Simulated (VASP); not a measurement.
Here is the system:

```yaml
crystal:
  lattice:
    - [4.60882, 0.00000, 0.00000]
    - [-2.30441, 3.99136, 0.00000]
    - [0.00000, 0.00000, 5.58644]
  atoms:
    - { symbol: Ge, position: [0.33333, 0.66667, 0.96624] }
    - { symbol: Ge, position: [0.66667, 0.33333, 0.46624] }
    - { symbol: S, position: [0.33333, 0.66667, 0.40876] }
    - { symbol: S, position: [0.66667, 0.33333, 0.90876] }
```

Calculation: PBE GGA, VASP's PBE PAW potentials (set 64) (plane waves; VASP). Settings: 400 eV cut-off, Gaussian smearing of 0.050 eV, potentials Ge_d S.

Problem. Estimate the band gap (along the path) with the smallest direct gap where there is one.

Solution. 
| Item | Result |
|---|---|
| band gap (along the path) | 1.00 eV |
| smallest direct gap (along the path) | 1.46 eV |

Total energies compare only between runs with the same potentials, cut-off and functional.

The structure was generated: GeS was put into the wurtzite type (P6_3mc), which need not be its known phase. It was relaxed first, which changed the volume by +46 %.
